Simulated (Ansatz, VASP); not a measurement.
# InGaSbAs ([001] superlattice of 2 + 2 monolayers (invented)): VASP beside Ansatz, part 2 of 2

Wanted: the spread between two codes on one cell, functional and k mesh. The cell is generated by rule, not measured, and may not be a known phase. The cell is taken from a series of runs on this material, whose earlier steps may have relaxed, scaled, displaced or heated it; both programs get it as it stands.

VASP 6.6.1 and Ansatz 0.2.0.

So far: Set-up; Ansatz: relaxation of cell and atoms, r2SCAN.

### 3. VASP: relaxation of cell and atoms, r2SCAN

Level of this step: r2SCAN; plane waves and PAW (In_d, As, Ga_d, Sb); invented cell (VASP).

The same cell, functional, mesh and smearing now go to VASP, with its own data sets.

Lines of VASP's logs that name or quote its potential files are left out, and so is its time.

Input file INCAR:

```
SYSTEM = InGaSbAs
PREC = Accurate
ENCUT = 550
EDIFF = 1E-07
NELM = 120
ISMEAR = 0
SIGMA = 0.01
LREAL = .FALSE.
ALGO = Normal
METAGGA = R2SCAN
LASPH = .TRUE.
NBANDS = 44
LORBIT = 11
LWAVE = .FALSE.
LCHARG = .FALSE.
ISIF = 3
IBRION = 2
NSW = 80
EDIFFG = -0.005
GGA_COMPAT = .FALSE.
NELMIN = 4
LMIXTAU = .TRUE.
KPAR = 2
```

Input file POSCAR:

```
InGaSbAs
1.0
    4.3190380000      0.0000000000      0.0000000000
    0.0000000000      4.3379880000      0.0000000000
    0.0000000000      0.0000000000     12.2596650000
In As Ga Sb
2 2 2 2
Direct
    0.0000000000      0.0000000000      0.0098265328
    0.5000000000      0.5000000000      0.2586815382
    0.0000000000      0.5000000000      0.1334957358
    0.5000000000      0.0000000000      0.3834037064
    0.0000000000      0.0000000000      0.4915672655
    0.5000000000      0.5000000000      0.7417239378
    0.0000000000      0.5000000000      0.6160345328
    0.5000000000      0.0000000000      0.8652667100
```

Input file KPOINTS:

```
Automatic mesh
0
Gamma
8 8 4
0 0 0
```

The projector-augmented-wave data sets are In_d, As, Ga_d and Sb (PBE family, release 64).

On the command line:

```
> mpirun -np 2 vasp_std
```

Numbers of over 12 decimals in the logs are rounded to 6 here.

Log:

```text
[banner, memory and clock lines left out]
running    2 mpi-ranks, on    1 nodes
 distrk:  each k-point on    1 cores,    2 groups
 distr:  one band on    1 cores,    1 groups

 POSCAR found type information on POSCAR InAsGaSb
 POSCAR found :  4 types and       8 ions
|                                                                             |
|               ----> ADVICE to this user running VASP <----                  |
|                                                                             |
|     You enforced a specific xc type in the INCAR file but a different       |
|     [... a line on the potential file left out ...]
|     I HOPE YOU KNOW WHAT YOU ARE DOING!                                     |
|                                                                             |

 LDA part: xc-table for (None), standard interpolation
 POSCAR, INCAR and KPOINTS ok, starting setup
 FFT: planning ... GRIDC
 FFT: planning ... GRID_SOFT
 FFT: planning ... GRID
 WAVECAR not read
 entering main loop
       N       E                     dE             d eps       ncg     rms          rms(c)
DAV:   1     0.556246012163E+03    0.55625E+03   -0.33406E+04  6660   0.208E+03
DAV:   2    -0.521007237157E+02   -0.60835E+03   -0.59535E+03  6904   0.542E+02
DAV:   3    -0.154803435129E+03   -0.10270E+03   -0.99495E+02  7592   0.204E+02
DAV:   4    -0.161410577840E+03   -0.66071E+01   -0.65516E+01  8260   0.494E+01
DAV:   5    -0.161667730936E+03   -0.25715E+00   -0.25677E+00 10264   0.102E+01    0.965E+00
DAV:   6    -0.157409395202E+03    0.42583E+01   -0.37853E+00  8732   0.253E+01    0.489E+00
DAV:   7    -0.152026817834E+03    0.53826E+01   -0.10890E+00  7092   0.707E+00    0.215E+00
DAV:   8    -0.154181213484E+03   -0.21544E+01   -0.10499E+00  7728   0.770E+00    0.115E+00
DAV:   9    -0.150867414974E+03    0.33138E+01   -0.47845E-01  6852   0.509E+00    0.519E-01
DAV:  10    -0.151058048184E+03   -0.19063E+00   -0.23114E-01  6920   0.283E+00    0.338E-01
DAV:  11    -0.151198002726E+03   -0.13995E+00   -0.74228E-02  7072   0.159E+00    0.175E-01
DAV:  12    -0.151198274313E+03   -0.27159E-03   -0.26742E-03  8300   0.396E-01    0.232E-01
DAV:  13    -0.151187370464E+03    0.10904E-01   -0.21465E-03  7264   0.261E-01    0.276E-01
DAV:  14    -0.151161887498E+03    0.25483E-01   -0.49809E-03  7680   0.474E-01    0.153E-01
[...]
DAV:  22    -0.151206145829E+03   -0.10257E-03   -0.27711E-04  7436   0.102E-01    0.816E-02
DAV:  23    -0.151206141639E+03    0.41909E-05   -0.13190E-04  9316   0.695E-02    0.247E-02
DAV:  24    -0.151206151950E+03   -0.10312E-04   -0.11246E-05  7704   0.244E-02    0.232E-02
DAV:  25    -0.151206172485E+03   -0.20535E-04   -0.68027E-06  8020   0.235E-02    0.227E-02
DAV:  26    -0.151206179361E+03   -0.68758E-05   -0.48723E-05  7608   0.513E-02    0.220E-02
DAV:  27    -0.151206180270E+03   -0.90913E-06   -0.76289E-06  8876   0.128E-02    0.151E-02
DAV:  28    -0.151206182284E+03   -0.20141E-05   -0.35884E-06  7432   0.116E-02    0.881E-03
DAV:  29    -0.151206182245E+03    0.39363E-07   -0.32804E-07  6732   0.459E-03
   1 F= -.15120618E+03 E0= -.15120618E+03  d E =-.151206E+03
[...]
2 F= -.15120630E+03 E0= -.15120630E+03  d E =-.118429E-03
[...]
3 F= -.15120630E+03 E0= -.15120630E+03  d E =-.120186E-03
[...]
4 F= -.15120635E+03 E0= -.15120635E+03  d E =-.437380E-04
[...]
5 F= -.15120635E+03 E0= -.15120635E+03  d E =-.500251E-04
 curvature:  -0.97 expect dE=-0.107E-04 dE for cont linesearch -0.542E-08
 trial: gam= 0.04438 g(F)=  0.102E-04 g(S)=  0.915E-06 ort = 0.738E-06 (trialstep = 0.112E+01)
 search vector abs. value=  0.114E-04
 bond charge predicted
       N       E                     dE             d eps       ncg     rms          rms(c)
DAV:   1    -0.151206362807E+03   -0.10361E-04   -0.12920E-03  8832   0.206E-01    0.210E-02
DAV:   2    -0.151206359755E+03    0.30523E-05   -0.52108E-05  8724   0.704E-02    0.878E-03
DAV:   3    -0.151206358519E+03    0.12358E-05   -0.68926E-06  9472   0.214E-02    0.396E-03
DAV:   4    -0.151206357799E+03    0.71947E-06   -0.24802E-06  7056   0.104E-02    0.169E-03
DAV:   5    -0.151206358194E+03   -0.39494E-06   -0.13018E-06  6260   0.653E-03    0.974E-04
DAV:   6    -0.151206358438E+03   -0.24386E-06   -0.33602E-07  5608   0.359E-03    0.475E-04
DAV:   7    -0.151206358546E+03   -0.10751E-06   -0.88268E-08  4592   0.192E-03    0.232E-04
DAV:   8    -0.151206358635E+03   -0.89000E-07   -0.27565E-08  3712   0.124E-03
   6 F= -.15120636E+03 E0= -.15120636E+03  d E =-.617859E-05
 trial-energy change:   -0.000006  1 .order   -0.000007   -0.000012   -0.000002
 step:   1.3183(harm=  1.3183)  dis= 0.00044  next Energy=  -151.206360 (dE=-0.734E-05)
 reached required accuracy - stopping structural energy minimisation
```

OUTCAR, selected parts (step 3):

```text
ion  position               nearest neighbor table
   1  0.000  0.000  0.010-   3 2.65   3 2.65   8 2.79   8 2.79
   2  0.500  0.500  0.259-   3 2.65   3 2.65   4 2.65   4 2.65
   3  0.000  0.500  0.133-   1 2.65   1 2.65   2 2.65   2 2.65
   4  0.500  0.000  0.383-   5 2.53   5 2.53   2 2.65   2 2.65
   5  0.000  0.000  0.492-   4 2.53   4 2.53   7 2.65   7 2.65
   6  0.500  0.500  0.742-   8 2.65   8 2.65   7 2.65   7 2.65
   7  0.000  0.500  0.616-   5 2.65   5 2.65   6 2.65   6 2.65
   8  0.500  0.000  0.865-   6 2.65   6 2.65   1 2.79   1 2.79

  LATTYP: Found a simple orthorhombic cell.
 ALAT       =     4.3190380000
 B/A-ratio  =     1.0043875511
 C/A-ratio  =     2.8385175125

 Subroutine GETGRP returns: Found  4 space group operations
 (whereof  4 operations were pure point group operations)

The static configuration has the point symmetry C_2v.

 Found     75 irreducible k-points:

   k-points           NKPTS =     75   k-points in BZ     NKDIM =     75   number of bands    NBANDS=     44

   dimension x,y,z NGX =    36 NGY =   36 NGZ =   96
   dimension x,y,z NGXF=    72 NGYF=   72 NGZF=  192

   ENCUT  =  550.0 eV  40.42 Ry    6.36 a.u.   8.26  8.30 23.44*2*pi/ulx,y,z

   NELECT =      72.0000    total number of electrons

 k-points in reciprocal lattice and weights: Automatic mesh
   0.00000000  0.00000000  0.00000000       0.004
   0.12500000  0.00000000  0.00000000       0.008
   0.25000000  0.00000000  0.00000000       0.008
   0.37500000  0.00000000  0.00000000       0.008
   0.50000000  0.00000000  0.00000000       0.004
   0.00000000  0.12500000  0.00000000       0.008
   0.12500000  0.12500000  0.00000000       0.016
   0.25000000  0.12500000  0.00000000       0.016
   0.37500000  0.12500000  0.00000000       0.016
[...]
0.37500000  0.50000000  0.50000000       0.008
   0.50000000  0.50000000  0.50000000       0.004

 average (electrostatic) potential at core
       1-102.3527       2-102.3762       3 -54.3775       4 -54.4714       5 -70.8268
       6 -70.7333       7 -92.9297       8 -92.8212

 E-fermi :   4.4600

 k-point     1 :       0.0000    0.0000    0.0000
  band No.  band energies     occupation
    ...
     32       2.7274      2.00000
     33       2.7801      2.00000
     34       4.2033      2.00000
     35       4.3061      2.00000
     36       4.4021      2.00000
     37       4.4824      0.00157
     38       5.7728      0.00000
     39       5.8211      0.00000
     40       6.4499      0.00000
     41       6.4721      0.00000
    ...

 k-point     2 :       0.1250    0.0000    0.0000
  band No.  band energies     occupation
    ...
     32       2.7331      2.00000
     33       2.7892      2.00000
     34       3.1862      2.00000
     35       3.9045      2.00000
     36       4.2423      2.00000
     37       5.4735      0.00000
     38       5.9669      0.00000
     39       6.4344      0.00000
     40       6.7555      0.00000
     41       6.8480      0.00000
    ...

 k-point     3 :       0.2500    0.0000    0.0000
  band No.  band energies     occupation
    ...
     32       2.6866      2.00000
     33       2.8841      2.00000
     34       2.9493      2.00000
     35       3.1004      2.00000
     36       4.0304      2.00000
     37       6.0656      0.00000
     38       6.2490      0.00000
     39       6.3206      0.00000
     40       6.5530      0.00000
     41       7.9099      0.00000
    ...

  Total       -0.0070412      0.0022359     -0.0013371      0.0000000      0.0000000      0.0000000
  in kB       -0.0491136      0.0155960     -0.0093263      0.0000000      0.0000000      0.0000000
  external PRESSURE =      -0.0142813 kB  Pullay stress =       0.0000000 kB

  energy-cutoff  :      550.00
  volume of cell :      229.70
      direct lattice vectors                 reciprocal lattice vectors
     4.319106166  0.000000000  0.000000000     0.231529386  0.000000000  0.000000000
     0.000000000  4.334271626  0.000000000     0.000000000  0.230719273  0.000000000
     0.000000000  0.000000000 12.270068763     0.000000000  0.000000000  0.081499136

 POSITION                                       TOTAL-FORCE (eV/Angst)
 -----------------------------------------------------------------------------------
      0.00000      0.00000      0.11742         0.000000      0.000000     -0.001306
      2.15955      2.16714      3.17217         0.000000      0.000000     -0.002264
      0.00000      2.16714      1.63912         0.000000      0.000000     -0.002043
      2.15955      0.00000      4.70508         0.000000      0.000000      0.001076
      0.00000      0.00000      6.03169         0.000000      0.000000      0.000546
      2.15955      2.16714      9.09996         0.000000      0.000000      0.000928
      0.00000      2.16714      7.56031         0.000000      0.000000      0.003323
      2.15955      0.00000     10.61949         0.000000      0.000000     -0.000260
 -----------------------------------------------------------------------------------
    total drift:                                0.000000     -0.000000      0.018798

  FREE ENERGIE OF THE ION-ELECTRON SYSTEM (eV)
  ---------------------------------------------------
  free  energy   TOTEN  =      -151.2063586345 eV

  energy  without entropy=     -151.2063583284  energy(sigma->0) =     -151.20635848

 reached required accuracy - stopping structural energy minimisation

 total charge
# of ion       s       p       d       tot
------------------------------------------
    1        0.849   0.754   9.876  11.479
    2        0.838   0.732   9.886  11.455
    3        1.216   1.590   0.021   2.827
    4        1.216   1.573   0.024   2.812
    5        0.863   0.723   9.975  11.561
    6        0.873   0.762   9.966  11.600
    7        1.107   1.359   0.028   2.494
    8        1.107   1.371   0.025   2.503
--------------------------------------------------
tot          8.068   8.864  39.800  56.732

[... 3 further parts left out ...]
```

The run keeps the 4 symmetry operations of its start, so it cannot find a distortion of lower symmetry.

### 4. Comparison

Known differences besides the potentials themselves: VASP keeps PBE cores, Ansatz makes them for the functional; the data sets hold 112 valence electrons in Ansatz (on its PAW soft_1 files) and 72 in VASP; the cutoff is 500 eV in Ansatz and 550 eV in VASP; Ansatz adds a Pulay correction to the stress that steers its cell, VASP none. Total energies have different zeros and are not compared.

The two programs side by side:

```
                                         quantity  Ansatz    VASP  difference
                                      volume (Å³)  229.52  229.70     -0.08 %
edge a after relaxation, in the typed setting (Å)   4.318   4.319     -0.03 %
edge b after relaxation, in the typed setting (Å)   4.333   4.334     -0.03 %
edge c after relaxation, in the typed setting (Å)  12.268  12.270     -0.02 %
```

### 5. Summary of results

| Property | Result |
| --- | --- |
| difference in volume (relaxation of cell and atoms, r2SCAN) | -0.079 % |

What this shows: The difference in volume is -0.079 % (relaxation of cell and atoms, r2SCAN), within the 1.2 % picked in this series as the mark of a large difference, as far as the stopping tolerances let one tell. The data sets hold unlike numbers of valence electrons (112 in Ansatz and 72 in VASP), so part of the differences comes from the potentials. How closely two codes agree says nothing of how well the functional describes the real material.

[Lines on the potential files, build, host, timing and source positions are cut from VASP's logs without a mark.]

[Logs are printed without paths, hosts, clocks, repeated set-up lines and the standing remarks that a program may print on its own settings, such as how far it seeks lower states.]

[Hosts, paths, dates, database ids (printed as entryN), source tags and the programs' standing remarks are cut or masked in the printed files.]
